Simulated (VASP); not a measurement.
Runs of VASP 6.6.1 on GaP. It takes space group F-43m (No. 216, cubic). Conventional cell: a = 5.451 Å, b = 5.451 Å, c = 5.451 Å, α = 90.00°, β = 90.00°, γ = 90.00°. Around Ga (site symmetry -43m) lie 4 P at 2.36 Å. Around P (site symmetry -43m) lie 4 Ga at 2.36 Å. 

| k mesh | cutoff (eV) | mesh quality | gap on the mesh (eV) | pressure (GPa) |
| --- | --- | --- | --- | --- |
| 4 × 4 × 4 | 520 | coarse | 1.63 | 2.9 |
| 8 × 8 × 8 | 520 | not flagged | 1.64 | 2.5 |
| 10 × 10 × 10 | 520 | not flagged | (b) | 2.5 |
| 6 × 6 × 6 | 520 | not flagged | 1.65 | 2.5 |
| 8 × 8 × 8 | 350 | not flagged | 1.64 | 2.3 |
| 8 × 8 × 8 | 300 | not flagged | 1.64 | - |
| 8 × 8 × 8 | 450 | not flagged | 1.64 | 2.4 |
| 14 × 14 × 14 | 520 | not flagged | (a) | 2.5 |

Alike in all rows: task single point; level PBE; potentials or basis VASP PAW PBE potentials, release 64 (Ga_d, P); no spin polarisation; cell as given; smearing gaussian 0.02 eV.

Problem. Estimate the missing entries.

Solution. (a) 1.59; (b) 1.60.

Caveats: some runs use coarse meshes; the cutoff is under 1.25 times the usual one of these potentials, so pressure, stress and relaxed cells hold a basis-set (Pulay) error (some runs).

A k mesh can miss the band edges, and the runs leave out spin-orbit coupling on Ga.
